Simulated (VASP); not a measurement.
Wanted: the native input for a VASP 6.6.1 run.

| Item | Value |
| --- | --- |
| Task | single point |
| Functional | HSE(alpha, omega) |
| Potentials or basis | VASP PAW PBE potentials, release 64 (Zn, Ga_d, P) |
| Cutoff | 520 eV |
| k mesh | 4 × 4 × 3 |
| Occupations | fermi-dirac, width 0.05 eV |
| Spin | no spin polarisation |
| Screening parameter | 0.1 |
| Grid for exact exchange (PRECFOCK) | Fast |
| Further INCAR settings | ALGO = Normal; EDIFF = 1e-06 |

The system is ZnGaP.

```
Zn Ga P
1.0
     4.01594    0.00000    0.00000
    -2.00797    3.47791    0.00000
     0.00000    0.00000    4.40420
Zn Ga P
1 1 1
Direct
  0.00000 0.00000 0.50000
  0.66667 0.33333 0.00000
  0.33333 0.66667 0.50000
```

The cell was built by a generator and needn't be a form met in nature.

These files were run (other wordings do the same):

POSCAR

```
ZnGaP
1.0
    4.0159400000      0.0000000000      0.0000000000
   -2.0079700000      3.4779100000      0.0000000000
    0.0000000000      0.0000000000      4.4042000000
Zn Ga P
1 1 1
Direct
    0.0000000000      0.0000000000      0.5000000000
    0.6666700000      0.3333300000      0.0000000000
    0.3333300000      0.6666700000      0.5000000000
```

INCAR.step1

```
ALGO     = Normal         # electronic algorithm
EDIFF    = 1E-5           # SCF threshold, eV
ENCUT    = 520            # plane-wave cutoff, eV
GGA      = PE             # functional
ISIF     = 2              # what is computed and relaxed
ISMEAR   = -1             # smearing method
LASPH    = T              # aspherical terms in the spheres
LCHARG   = F              # write CHGCAR
LREAL    = F              # projectors in reciprocal space
LWAVE    = T              # write WAVECAR
NELM     = 60             # most SCF steps
PREC     = Accurate       # precision mode
SIGMA    = 0.05           # smearing width, eV
```

INCAR.step2

```
AEXX     = 0.25           # exact-exchange fraction
ALGO     = Normal         # electronic algorithm
EDIFF    = 1E-6           # SCF threshold, eV
ENCUT    = 520            # plane-wave cutoff, eV
GGA      = PE             # functional
HFSCREEN = 0.1            # screening, 1/A
ISIF     = 2              # what is computed and relaxed
ISMEAR   = -1             # smearing method
ISTART   = 1            
LASPH    = T              # aspherical terms in the spheres
LCHARG   = F              # write CHGCAR
LHFCALC  = T              # exact exchange
LREAL    = F              # projectors in reciprocal space
LWAVE    = F              # write WAVECAR
NELM     = 60             # most SCF steps
PREC     = Accurate       # precision mode
PRECFOCK = Fast         
SIGMA    = 0.05           # smearing width, eV
```

KPOINTS

```
k-points
0
Gamma
  4 4 3
```

Potentials or basis: VASP PAW PBE potentials, release 64 (Zn, Ga_d, P).

The run is started by

```bash
$ cat potpaw_PBE.64/Zn/POTCAR potpaw_PBE.64/Ga_d/POTCAR potpaw_PBE.64/P/POTCAR > POTCAR
$ cp INCAR.step1 INCAR
$ mpirun -np 1 vasp_std > vasp.out
$ cp INCAR.step2 INCAR
$ mpirun -np 1 vasp_std > vasp.out
```

It gave:

| Item | Value |
| --- | --- |
| Pressure | 1.2 GPa |
| Band gap on the k mesh | 0.46 eV, indirect (least direct gap 2.49 eV) |

Caveat: the k mesh is coarse (spacing up to 0.48 Å⁻¹), so the values aren't converged, least of all with exact exchange; the PAW data sets were made with another functional, which shifts forces and pressure a little; an odd mesh through Γ misses points on the zone boundary, where band edges often lie.

Wall time 6.3 min on 1 thread of Intel(R) Xeon(R) Platinum 8488C (Sapphire Rapids), with other jobs on the host, peak memory 0.3 GiB.
